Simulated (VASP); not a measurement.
Here is the system:

```xyz
4
Lattice="4.0328 0.0000 0.0000 0.0000 3.8202 0.0000 0.0000 0.0000 3.9250" Properties=species:S:1:pos:R:3 pbc="T T T"
Ti     0.0000     0.0000     0.0000
Pt     0.0000     1.9101     1.9625
Pt     2.0164     0.0000     1.9625
Pt     2.0379     1.9101     0.0000
```

These are PBE GGA, VASP's PBE PAW potentials (set 64) (plane waves; VASP) values and carry that method's errors. Numerical set-up: 400 eV cut-off, 5×5×5 Monkhorst-Pack mesh, first-order Methfessel-Paxton smearing of 0.10 eV, potentials Ti_sv Pt.

Gaps are read on the run's mesh, which can miss a band edge. Unless said otherwise, spin-orbit coupling is left out, though it shifts the bands of the heavy elements here.

**Question.** What does the run give for the energy per atom (σ→0), pressure, largest force, band gap (on the k-mesh) with the smallest direct gap where there is one?

**Answer.** 
```
Item                                                        Result
------------------------  ----------------------------------------
band gap (on the k-mesh)  none (metal, semimetal or under 0.01 eV)
energy per atom (σ→0)                               -7.371 eV/atom
pressure                                                  3.99 GPa
largest force                                           0.143 eV/Å
```

The compound is Pt3Ti in the L1_2 structure. The cell was not relaxed at this level, atoms are displaced from their ideal sites. The k-mesh is coarse (spacing up to 0.33 per Å, 2π included), so the numbers may not be converged in it. The run is one of a series of settings (KPOINTS 5×5×5 Monkhorst-Pack mesh against the base run), some of them coarse on purpose.
